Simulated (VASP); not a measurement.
Consider the following.

```xyz
1
Lattice="0.0000 1.9270 1.9270 1.9270 0.0000 1.9270 1.9270 1.9270 0.0000" Properties=species:S:1:pos:R:3 pbc="T T T"
Ir     0.0000     0.0000     0.0000
```

Method: LDA (Ceperley-Alder, Perdew-Zunger), VASP's LDA PAW potentials (set 64) (plane waves; VASP 6.6.1). Numerical set-up: 400 eV cut-off, 15×15×15 Γ-centred mesh, first-order Methfessel-Paxton smearing of 0.10 eV, potentials Ir.

Energy and stress use the plane-wave basis of the starting cell.

### Question
The ions, cell shape and volume are relaxed. What does this cell relax into?

### Answer

```xyz
1
Lattice="0.0000 1.9095 1.9095 1.9095 0.0000 1.9095 1.9095 1.9095 0.0000" Properties=species:S:1:pos:R:3 pbc="T T T"
Ir     0.0000     0.0000     0.0000
```
Space group Fm-3m (225), at a tolerance of 0.03 Å.

### Question
How do energy and volume change from the first to the last step?

### Answer
The energy (σ→0) changes by -12.9 meV/atom and the volume by -2.7 %, in 4 ionic steps.

The structure comes from a computed database's Ir entry (Fm-3m); how it stands against other phases isn't given here. This run relaxes it. Symmetry was kept, so distortions that lower it aren't found.
